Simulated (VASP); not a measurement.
The system is AlNi.

```
Ni Al
1.0
     2.86000    0.00000    0.00000
     0.00000    2.86000    0.00000
     0.00000    0.00000    2.86000
Ni Al
1 1
Direct
  0.00000 0.00000 0.00000
  0.50000 0.50000 0.50000
```

The cell was built by a generator and needn't be a form met in nature.

* Program: VASP 6.6.1
* Task: relaxation of cell and atoms
* Functional: LDA
* Potentials or basis: VASP PAW LDA potentials, release 64 (Ni, Al)
* Cutoff: 600 eV
* k mesh: 14 × 14 × 14
* Occupations: methfessel-paxton, width 0.1 eV
* Spin: no spin polarisation

At the start: pressure -4.7 GPa; volume 11.70 Å³/atom.

Question: How do energy, volume and symmetry change on relaxing?

Answer: Over 3 steps the energy falls by 4.8 meV/atom and the volume is 11.38 Å³/atom (-2.7 %); space group Pm-3m (No. 221, to 0.05 Å).

The path:
```tsv
step	energy change (eV)	largest force (eV/Å)	pressure (GPa)	volume (Å³)
1	0.0000	0.0000	-4.68	23.39
2	-0.0029	0.0000	4.44	22.26
3	-0.0097	0.0000	-0.01	22.76
```

Final structure:
```
Ni Al
1.0
     2.83387    0.00000    0.00000
     0.00000    2.83387    0.00000
     0.00000    0.00000    2.83387
Ni Al
1 1
Direct
  0.00000 0.00000 0.00000
  0.50000 0.50000 0.50000
```
